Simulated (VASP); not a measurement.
Band gaps of BaGaSnH (space group P3m1) from VASP (PAW), without and with spin-orbit coupling. Semilocal levels are at their own relaxed cell, hybrids and mBJ at PBE's; 0.00 means no gap at that level.  Unless said otherwise, spin-orbit coupling is left out, though it shifts the bands of the heavy elements here.

The cell of the LDA run:

```cif
data_HBaGaSn
_chemical_formula_sum 'Ba1 Ga1 Sn1 H1'
_space_group_name_H-M_alt 'P 1'
_space_group_IT_number 1
_cell_length_a 4.50065
_cell_length_b 4.50065
_cell_length_c 5.10773
_cell_angle_alpha 90.000
_cell_angle_beta 90.000
_cell_angle_gamma 120.000
loop_
_space_group_symop_operation_xyz
  'x, y, z'
loop_
_atom_site_label
_atom_site_type_symbol
_atom_site_fract_x
_atom_site_fract_y
_atom_site_fract_z
_atom_site_occupancy
Ba1 Ba 0.33333 0.66667 0.99899 1
Ga1 Ga 0.00000 0.00000 0.41900 1
Sn1 Sn 0.66667 0.33333 0.54173 1
H1 H 0.00000 0.00000 0.08398 1
```

```
level   gap without SOC (eV)  gap with SOC (eV)  shift (eV)
------  --------------------  -----------------  ----------
LDA                     0.31                  …           …
PBEsol                  0.27                  …           …
```

Question: Fill in the missing entries.

Answer: 
- PBEsol, gap with SOC (eV): 0.13
- PBEsol, shift (eV): -0.14
- LDA, gap with SOC (eV): 0.20
- LDA, shift (eV): -0.11

Only levels that ran to the end are used. Left out are those held back, those with too coarse a band path, GW runs whose mesh misses a band edge, hybrids' fits of cells that aren't cubic and levels without matching references; a question may draw on a part of the rest.

The structure comes from a computed database's BaGaSnH entry (P3m1); how it stands against other phases isn't given here.
